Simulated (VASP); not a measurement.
# RbAgBr2: structure and properties in VASP, part 5 of 6

Aim: relax RbAgBr2, then compute properties on the relaxed cell. The cell is invented: it takes the structure of a Materials Project entry for RbBr (space group 221 there), with some of its atoms replaced by other elements, volume scaled by an estimate. It may not be a known or stable phase.

VASP 6.6.1, plane waves and PAW; the level of theory is named at each step.

So far, gap on the k-mesh (eV): step 2 (rough relaxation of the start cell) 1.72; step 3 (full relaxation (optB86b-vdW)) 1.76; step 6 (total and projected DOS (optB86b-vdW)) 1.77.

## 8. Zone-centre phonons (optB86b-vdW)

This step: optB86b-vdW; plane waves and PAW (Ag, Rb_sv, Br); invented cell (VASP 6.6.1).

Zone-centre modes test whether the atoms sit at a minimum within this cell. IBRION = 6 takes the force constants from differences of forces between displaced cells, so the forces must be tight.

The input, INCAR:

```
SYSTEM = RbAgBr2
PREC = Accurate
ENCUT = 400
EDIFF = 1E-08
NELM = 100
ISMEAR = -1
SIGMA = 0.05
LREAL = .FALSE.
ALGO = Normal
GGA = MK
AGGAC = 0
LUSE_VDW = .TRUE.
PARAM1 = 0.1234
PARAM2 = 1
LASPH = .TRUE.
NBANDS = 23
LORBIT = 11
LWAVE = .FALSE.
LCHARG = .FALSE.
KPAR = 2
IBRION = 6
NFREE = 2
POTIM = 0.015
ISIF = 2
NSW = 1
```

The input, POSCAR:

```
RbAgBr2
1.0
    3.7516948035      0.0000000000      0.0000000000
    0.0000000000      3.7516948035      0.0000000000
    0.0000000000      0.0000000000      7.7717625749
Ag Rb Br
1 1 2
Direct
    0.0000000000      0.0000000000      0.5000000000
    0.0000000000      0.0000000000      0.0000000000
    0.5000000000      0.5000000000      0.7224232091
    0.5000000000      0.5000000000      0.2775767909
```

The input, KPOINTS:

```
Automatic mesh
0
Gamma
6 6 3
0 0 0
```

Potentials, in the order of the species: Ag, Rb_sv and Br (PBE family, release 64).

Run with:

```console
> mpirun -np 2 vasp_std
```

What it wrote:

```text
[... set-up lines as in an earlier step ...]
 entering main loop
       N       E                     dE             d eps       ncg     rms          rms(c)
DAV:   1     0.192501620233E+03    0.19250E+03   -0.13674E+04   920   0.109E+03
DAV:   2     0.831041602875E+01   -0.18419E+03   -0.17597E+03  1190   0.226E+02
DAV:   3    -0.246273509035E+01   -0.10773E+02   -0.10721E+02  1221   0.574E+01
DAV:   4    -0.267576369271E+01   -0.21303E+00   -0.21291E+00  1330   0.745E+00
DAV:   5    -0.267848292052E+01   -0.27192E-02   -0.27191E-02  1199   0.775E-01    0.528E+00
DAV:   6    -0.214316792874E+01    0.53531E+00   -0.10014E+00  1034   0.974E+00    0.348E+00
DAV:   7    -0.211209153018E+01    0.31076E-01   -0.47145E-01  1060   0.410E+00    0.189E+00
DAV:   8    -0.211148843178E+01    0.60310E-03   -0.41464E-02  1081   0.178E+00    0.477E-01
DAV:   9    -0.211139517106E+01    0.93261E-04   -0.44877E-03  1123   0.863E-01    0.116E-01
DAV:  10    -0.211155502500E+01   -0.15985E-03   -0.92664E-04  1133   0.230E-01    0.464E-02
DAV:  11    -0.211161911852E+01   -0.64094E-04   -0.19222E-04  1313   0.143E-01    0.294E-02
DAV:  12    -0.211161233083E+01    0.67877E-05   -0.49912E-05  1123   0.601E-02    0.824E-03
DAV:  13    -0.211161246677E+01   -0.13594E-06   -0.75503E-06  1158   0.139E-02    0.379E-03
DAV:  14    -0.211161257432E+01   -0.10756E-06   -0.53939E-07  1116   0.880E-03    0.156E-03
DAV:  15    -0.211161248290E+01    0.91422E-07   -0.14872E-07  1123   0.547E-03    0.300E-04
DAV:  16    -0.211161249967E+01   -0.16768E-07   -0.39117E-08  1157   0.123E-03    0.169E-04
DAV:  17    -0.211161250074E+01   -0.10700E-08   -0.25043E-09   719   0.541E-04
   1 F= -.21116125E+01 E0= -.21116125E+01  d E =-.226736E-08
 Found     6 degrees of freedom:
 Finite differences POTIM= 0.01500 DOF=   6
 bond charge predicted
       N       E                     dE             d eps       ncg     rms          rms(c)
DAV:   1    -0.211084020464E+01    0.77230E-03   -0.15883E+00  1472   0.541E+00    0.586E-02
DAV:   2    -0.211163145572E+01   -0.79125E-03   -0.83672E-03  1773   0.580E-01    0.154E-02
DAV:   3    -0.211163736337E+01   -0.59076E-05   -0.84472E-05  1787   0.502E-02    0.937E-03
DAV:   4    -0.211163734908E+01    0.14283E-07   -0.35869E-06  1886   0.105E-02    0.381E-03
DAV:   5    -0.211163751707E+01   -0.16799E-06   -0.75984E-07  1738   0.448E-03    0.847E-04
DAV:   6    -0.211163752461E+01   -0.75361E-08   -0.25424E-08  1729   0.869E-04
   2 F= -.21116375E+01 E0= -.21116375E+01  d E =-.226508E-08
[... from here on, the cycles between the ionic steps are left out ...]
   3 F= -.21116375E+01 E0= -.21116375E+01  d E =-.227227E-08
   4 F= -.21114614E+01 E0= -.21114614E+01  d E =-.228473E-08
   5 F= -.21114614E+01 E0= -.21114614E+01  d E =-.228562E-08
   6 F= -.21114342E+01 E0= -.21114342E+01  d E =-.227262E-08
   7 F= -.21114342E+01 E0= -.21114342E+01  d E =-.227947E-08
   8 F= -.21112877E+01 E0= -.21112877E+01  d E =-.228345E-08
   9 F= -.21112877E+01 E0= -.21112877E+01  d E =-.228474E-08
  10 F= -.21115819E+01 E0= -.21115819E+01  d E =-.226601E-08
  11 F= -.21115819E+01 E0= -.21115819E+01  d E =-.226614E-08
  12 F= -.21111316E+01 E0= -.21111316E+01  d E =-.222998E-08
 Finite differences progress:
  Degree of freedom:   6/  6
  Displacement:        1/  2
  Total:              11/ 12
 bond charge predicted
       N       E                     dE             d eps       ncg     rms          rms(c)
DAV:   1    -0.210858063430E+01    0.25510E-02   -0.12659E+00   920   0.474E+00    0.318E-01
DAV:   2    -0.211154338268E+01   -0.29627E-02   -0.32395E-02  1102   0.862E-01    0.134E-01
DAV:   3    -0.211146060011E+01    0.82783E-04   -0.31809E-04  1216   0.104E-01    0.911E-02
DAV:   4    -0.211140750343E+01    0.53097E-04   -0.24371E-04  1117   0.848E-02    0.280E-02
DAV:   5    -0.211141120558E+01   -0.37022E-05   -0.44090E-05  1032   0.325E-02    0.101E-02
DAV:   6    -0.211141054759E+01    0.65799E-06   -0.20298E-06  1197   0.932E-03    0.344E-03
DAV:   7    -0.211141053283E+01    0.14756E-07   -0.78302E-07  1109   0.479E-03    0.146E-03
DAV:   8    -0.211141056931E+01   -0.36478E-07   -0.86574E-08  1137   0.195E-03    0.730E-04
DAV:   9    -0.211141057433E+01   -0.50140E-08   -0.12355E-08   727   0.712E-04
  13 F= -.21114106E+01 E0= -.21114106E+01  d E =-.232025E-08
 Finite differences progress:
  Degree of freedom:   6/  6
  Displacement:        2/  2
  Total:              12/ 12
```

Elapsed: 9.4 min, on 2 MPI ranks of AMD EPYC 7R43, shared host; peak memory 0.86 GiB; 19 min of CPU time.

OUTCAR, selected parts (step 8):

```text
   NELECT =      34.0000    total number of electrons

 E-fermi :   2.4454

 k-point     1 :       0.0000    0.0000    0.0000
  band No.  band energies     occupation
    ...
     13       0.7218      2.00000
     14       0.7218      2.00000
     15       0.7374      2.00000
     16       1.4028      2.00000
     17       1.4028      2.00000
     18       3.2722      0.00000
     19       6.6062      0.00000
     20       6.8689      0.00000
     21       7.0502      0.00000
     22       9.6634      0.00000
    ...

Total vdW correction in eV:      6.5227304

  Total       -0.0113920     -0.0113920      0.0232068      0.0000000      0.0000000      0.0000000
  in kB       -0.1668535     -0.1668535      0.3399001      0.0000000      0.0000000      0.0000000
  external PRESSURE =       0.0020644 kB  Pullay stress =       0.0000000 kB

 POSITION                                       TOTAL-FORCE (eV/Angst)
 -----------------------------------------------------------------------------------
      0.00000      0.00000      3.88588         0.000000      0.000000     -0.000650
      0.00000      0.00000      0.00000         0.000000      0.000000     -0.011908
      1.87585      1.87585      5.59950        -0.000000      0.000000      0.036519
      1.87585      1.87585      2.15726        -0.000000      0.000000     -0.023960
 -----------------------------------------------------------------------------------
    total drift:                                0.000000     -0.000000     -0.000375

  FREE ENERGIE OF THE ION-ELECTRON SYSTEM (eV)
  ---------------------------------------------------
  free  energy   TOTEN  =        -2.1114105743 eV

  energy  without entropy=       -2.1114105720  energy(sigma->0) =       -2.11141057

Total vdW correction in eV:      6.5227291

 Eigenvectors and eigenvalues of the dynamical matrix
 ----------------------------------------------------

   1 f  =    4.005511 THz    25.167367 2PiTHz  133.609459 cm-1    16.565454 meV
             X         Y         Z           dx          dy          dz
      0.000000  0.000000  3.885881    -0.000000    0.000000   -0.000000
      0.000000  0.000000  0.000000    -0.000000   -0.000000   -0.000000
      1.875847  1.875847  5.614502     0.000000    0.000000   -0.707107
      1.875847  1.875847  2.157261     0.000000    0.000000    0.707107

   2 f  =    3.300687 THz    20.738828 2PiTHz  110.099069 cm-1    13.650539 meV
             X         Y         Z           dx          dy          dz
      0.000000  0.000000  3.885881    -0.000000    0.000000   -0.344338
      0.000000  0.000000  0.000000     0.000000   -0.000000    0.870262
      1.875847  1.875847  5.614502     0.000000    0.000000   -0.249073
      1.875847  1.875847  2.157261    -0.000000    0.000000   -0.249073

   3 f  =    2.621283 THz    16.470009 2PiTHz   87.436602 cm-1    10.840752 meV
             X         Y         Z           dx          dy          dz
      0.000000  0.000000  3.885881     0.014109    0.028181   -0.000000
      0.000000  0.000000  0.000000    -0.367100   -0.733213   -0.000000
      1.875847  1.875847  5.614502     0.180927    0.361368   -0.000000
      1.875847  1.875847  2.157261     0.180927    0.361368   -0.000000

   4 f  =    2.621283 THz    16.470009 2PiTHz   87.436602 cm-1    10.840752 meV
             X         Y         Z           dx          dy          dz
      0.000000  0.000000  3.885881     0.028181   -0.014109    0.000000
      0.000000  0.000000  0.000000    -0.733213    0.367100    0.000000
      1.875847  1.875847  5.614502     0.361368   -0.180927    0.000000
      1.875847  1.875847  2.157261     0.361368   -0.180927   -0.000000

   5 f  =    1.728551 THz    10.860808 2PiTHz   57.658266 cm-1     7.148711 meV
             X         Y         Z           dx          dy          dz
      0.000000  0.000000  3.885881    -0.000000   -0.000000   -0.762188
      0.000000  0.000000  0.000000    -0.000000   -0.000000   -0.040058
      1.875847  1.875847  5.614502     0.000000   -0.000000    0.456872
      1.875847  1.875847  2.157261    -0.000000   -0.000000    0.456872

   6 f  =    0.031556 THz     0.198270 2PiTHz    1.052585 cm-1     0.130504 meV
             X         Y         Z           dx          dy          dz
      0.000000  0.000000  3.885881    -0.180968   -0.553065    0.000000
      0.000000  0.000000  0.000000    -0.149259   -0.456159    0.000000
      1.875847  1.875847  5.614502    -0.144367   -0.441207    0.000000
      1.875847  1.875847  2.157261    -0.144367   -0.441207    0.000000

   7 f  =    0.031556 THz     0.198270 2PiTHz    1.052585 cm-1     0.130504 meV
             X         Y         Z           dx          dy          dz
      0.000000  0.000000  3.885881     0.553065   -0.180968    0.000000
      0.000000  0.000000  0.000000     0.456159   -0.149259    0.000000
      1.875847  1.875847  5.614502     0.441207   -0.144367    0.000000
      1.875847  1.875847  2.157261     0.441207   -0.144367    0.000000

   8 f/i=    0.011271 THz     0.070817 2PiTHz    0.375953 cm-1     0.046612 meV
             X         Y         Z           dx          dy          dz
      0.000000  0.000000  3.885881     0.000000   -0.000000   -0.548180
      0.000000  0.000000  0.000000     0.000000   -0.000000   -0.490957
      1.875847  1.875847  5.614502     0.000000   -0.000000   -0.478780
      1.875847  1.875847  2.157261     0.000000   -0.000000   -0.478780

   9 f/i=    0.597260 THz     3.752693 2PiTHz   19.922435 cm-1     2.470066 meV
             X         Y         Z           dx          dy          dz
      0.000000  0.000000  3.885881     0.000000    0.000000    0.000000
      0.000000  0.000000  0.000000     0.000000   -0.000000    0.000000
      1.875847  1.875847  5.614502     0.690961    0.150241    0.000000
      1.875847  1.875847  2.157261    -0.690961   -0.150241    0.000000

  10 f/i=    0.597260 THz     3.752693 2PiTHz   19.922435 cm-1     2.470066 meV
             X         Y         Z           dx          dy          dz
      0.000000  0.000000  3.885881    -0.000000   -0.000000   -0.000000
      0.000000  0.000000  0.000000    -0.000000   -0.000000   -0.000000
      1.875847  1.875847  5.614502    -0.150241    0.690961   -0.000000
      1.875847  1.875847  2.157261     0.150241   -0.690961   -0.000000

  11 f/i=    0.895883 THz     5.629000 2PiTHz   29.883447 cm-1     3.705074 meV
             X         Y         Z           dx          dy          dz
      0.000000  0.000000  3.885881     0.307177   -0.752342    0.000000
      0.000000  0.000000  0.000000    -0.117895    0.288751    0.000000
      1.875847  1.875847  5.614502    -0.131582    0.322273    0.000000
      1.875847  1.875847  2.157261    -0.131582    0.322273    0.000000

  12 f/i=    0.895883 THz     5.629000 2PiTHz   29.883447 cm-1     3.705074 meV
             X         Y         Z           dx          dy          dz
      0.000000  0.000000  3.885881    -0.752342   -0.307177   -0.000000
      0.000000  0.000000  0.000000     0.288751    0.117895   -0.000000
      1.875847  1.875847  5.614502     0.322273    0.131582   -0.000000
      1.875847  1.875847  2.157261     0.322273    0.131582   -0.000000

 ELASTIC MODULI CONTR FROM IONIC RELAXATION (kBar)
 Direction    XX          YY          ZZ          XY          YZ          ZX
 --------------------------------------------------------------------------------
 XX          -2.0071     -2.0071      8.1013      0.0000      0.0000     -0.0000
 YY          -2.0071     -2.0071      8.1013      0.0000      0.0000     -0.0000
 ZZ           8.1013      8.1013    -32.6997      0.0000     -0.0000      0.0000
 XY           0.0000      0.0000      0.0000      0.0000      0.0000      0.0000
 YZ           0.0000      0.0000     -0.0000      0.0000     -0.0000     -0.0000
 ZX          -0.0000     -0.0000      0.0000      0.0000     -0.0000      0.0000
 --------------------------------------------------------------------------------

[... 8 parts as in an earlier step ...]

[... 9 further parts left out ...]
```

CONTCAR:

```
RbAgBr2
   1.00000000000000
     3.7516948035000000    0.0000000000000000    0.0000000000000000
     0.0000000000000000    3.7516948035000000    0.0000000000000000
     0.0000000000000000    0.0000000000000000    7.7717625749000003
  Ag              Rb              Br
     1     1     2
Direct
     0.0000000000000000    0.0000000000000000    0.5000000000000000
     0.0000000000000000    0.0000000000000000    0.0000000000000000
     0.5000000000000000    0.5000000000000000    0.7204931449922208
     0.5000000000000000    0.5000000000000000    0.2775767908999995
```

The last energy, forces, stress and levels in OUTCAR belong to the last displaced cell, not to the cell of POSCAR.

Numbers from this step:

```yaml
bands: 23
pressure_of_the_cell: -0.01015 GPa
largest_force_of_the_cell: 0.009370 eV/Å
```

Transverse limit, no LO-TO splitting. The modes at Γ (shares of kinetic energy by element, %) (negative means imaginary):

| mode | frequency (cm⁻¹) | symmetry | Ag % | Rb % | Br % |
| --- | --- | --- | --- | --- | --- |
| 1 | -29.9 | Eu | 66 | 10 | 24 |
| 2 | -29.9 | Eu | 66 | 10 | 24 |
| 3 | -19.9 | Eg | 0 | 0 | 100 |
| 4 | -19.9 | Eg | 0 | 0 | 100 |
| 5 | -0.4 | acoustic | 30 | 24 | 46 |
| 6 | 1.1 | acoustic | 34 | 23 | 43 |
| 7 | 1.1 | acoustic | 34 | 23 | 43 |
| 8 | 57.7 | A2u | 58 | 0 | 42 |
| 9 | 87.4 | Eu | 0 | 67 | 33 |
| 10 | 87.4 | Eu | 0 | 67 | 33 |
| 11 | 110.1 | A2u | 12 | 76 | 12 |
| 12 | 133.6 | A1g | 0 | 0 | 100 |

Displacements in mode 1 (-29.9 cm⁻¹), the largest set to 1:
```
Ag1 -1.00 -0.41  0.00
Rb2  0.43  0.18  0.00
Br3  0.50  0.20  0.00
Br4  0.50  0.20  0.00
```

Displacements in mode 12 (133.6 cm⁻¹), the largest set to 1:
```
Ag1  0.00  0.00  0.00
Rb2  0.00  0.00  0.00
Br3  0.00  0.00 -1.00
Br4  0.00  0.00  1.00
```

The three acoustic modes lie within 1.1 cm⁻¹ of zero, but 4 optical modes are imaginary, so the cell is a saddle point and not a minimum. By the characters of their eigenvectors the optical modes sort into (cm⁻¹) Raman active: Eg 20i, A1g 134; infrared active: Eu 30i, A2u 58, Eu 87, A2u 110. With a centre of inversion no mode is active in both.

## 9. Core-level energies (optB86b-vdW)

Core levels shift with the potential at each site, so they tell like atoms on unlike sites apart.

INCAR, as its differences from that of step 8:

```diff
@@ -3,3 +3,3 @@
 ENCUT = 400
-EDIFF = 1E-08
+EDIFF = 1E-06
 NELM = 100
@@ -20,6 +20,2 @@
 KPAR = 2
-IBRION = 6
-NFREE = 2
-POTIM = 0.015
-ISIF = 2
-NSW = 1
+ICORELEVEL = 1
```

POSCAR is that of step 8.

KPOINTS is that of step 8.

Run with:

```console
> mpirun -np 2 vasp_std
```

What it wrote:

```text
[... set-up lines as in an earlier step ...]
 entering main loop
       N       E                     dE             d eps       ncg     rms          rms(c)
[... 12 cycles as in an earlier step ...]
DAV:  13    -0.211161246677E+01   -0.13594E-06   -0.75503E-06  1158   0.139E-02
   1 F= -.21116125E+01 E0= -.21116125E+01  d E =-.228165E-08
```

Elapsed: 47 s, on 2 MPI ranks; peak memory 0.73 GiB.

Parts of OUTCAR (step 9):

```text
   NELECT =      34.0000    total number of electrons

 the core state eigenenergies are
   1-  1s -25317.7476  2s  -3721.3250  2p  -3336.8308  3s   -676.3510  3p   -550.1168
       3d   -351.1813  4s    -87.8349  4p    -51.3540
   2-  1s -15023.5021  2s  -1999.7664  2p  -1771.7014  3s   -289.8085  3p   -216.6813
       3d    -95.8030
   3-  1s -13306.8517  2s  -1723.4185  2p  -1518.8059  3s   -228.7353  3p   -164.1544
       3d    -57.4174
   4-  1s -13306.8517  2s  -1723.4185  2p  -1518.8059  3s   -228.7353  3p   -164.1544
       3d    -57.4174

 E-fermi :   2.4338

 k-point     1 :       0.0000    0.0000    0.0000
  band No.  band energies     occupation
    ...
     13       0.7231      2.00000
     14       0.7243      2.00000
     15       0.7243      2.00000
     16       1.3907      2.00000
     17       1.3907      2.00000
     18       3.2634      0.00000
     19       6.6324      0.00000
     20       6.8659      0.00000
     21       7.0498      0.00000
     22       9.6473      0.00000
    ...

Total vdW correction in eV:      6.5239692

  Total       -0.0116902     -0.0116902     -0.0237415      0.0000000     -0.0000000      0.0000000
  in kB       -0.1712216     -0.1712216     -0.3477317      0.0000000     -0.0000000      0.0000000
  external PRESSURE =      -0.2300583 kB  Pullay stress =       0.0000000 kB

 POSITION                                       TOTAL-FORCE (eV/Angst)
 -----------------------------------------------------------------------------------
      0.00000      0.00000      3.88588         0.000000      0.000000      0.000000
      0.00000      0.00000      0.00000         0.000000      0.000000      0.000000
      1.87585      1.87585      5.61450         0.000000     -0.000000     -0.009175
      1.87585      1.87585      2.15726         0.000000      0.000000      0.009175
 -----------------------------------------------------------------------------------
    total drift:                                0.000000     -0.000000      0.000000

  FREE ENERGIE OF THE ION-ELECTRON SYSTEM (eV)
  ---------------------------------------------------
  free  energy   TOTEN  =        -2.1116124668 eV

  energy  without entropy=       -2.1116124645  energy(sigma->0) =       -2.11161247

Total vdW correction in eV:      6.5240208

[... 9 parts as in an earlier step ...]

[... 7 further parts left out ...]
```

These are scalar-relativistic Kohn-Sham levels of the ground state, with no core hole, so they are not binding energies.

This step gave:

| Item | Value |
| --- | --- |
| SCF cycles | 13 |
| free energy (TOTEN) | -2.112 eV |
| Fermi energy | 2.434 eV |
| pressure | -0.02301 GPa |
| valence top at k | 0.5, 0, 0.3333 |
| gap on the k-mesh | 1.758 eV |
| least direct gap on the k-mesh | 1.873 eV |

Kohn-Sham core levels. Core levels, by row:

| atom | shell | level below the valence-band top (eV) |
| --- | --- | --- |
| Ag1 | 1s | 25319 |
| Ag1 | 2s | 3723 |
| Ag1 | 2p | 3338 |
| Ag1 | 3s | 677.9 |
| Ag1 | 3p | 551.6 |
| Ag1 | 3d | 352.7 |
| Ag1 | 4s | 89.34 |
| Ag1 | 4p | 52.86 |
| Rb2 | 1s | 15025 |
| Rb2 | 2s | 2001 |
| Rb2 | 2p | 1773 |
| Rb2 | 3s | 291.3 |
| Rb2 | 3p | 218.2 |
| Rb2 | 3d | 97.31 |
| Br3 | 1s | 13308 |
| Br3 | 2s | 1725 |
| Br3 | 2p | 1520 |
| Br3 | 3s | 230.2 |
| Br3 | 3p | 165.7 |
| Br3 | 3d | 58.92 |
| Br4 | 1s | 13308 |
| Br4 | 2s | 1725 |
| Br4 | 2p | 1520 |
| Br4 | 3s | 230.2 |
| Br4 | 3p | 165.7 |
| Br4 | 3d | 58.92 |

Atoms of one element give levels within 0.1 eV of each other.

(Part 5 of 6 ends here.)

[Lines on the potential files, build, host, timing and source positions are cut from VASP's logs without a mark.]

[Logs are printed without paths, hosts, clocks, repeated set-up lines and the standing remarks that a program may print on its own settings, such as how far it seeks lower states.]

[Hosts, paths, dates, database ids (printed as entryN), source tags and the programs' standing remarks are cut or masked in the printed files.]

[A measured line is paired with the nearest computed mode of its activity, which favours agreement.]
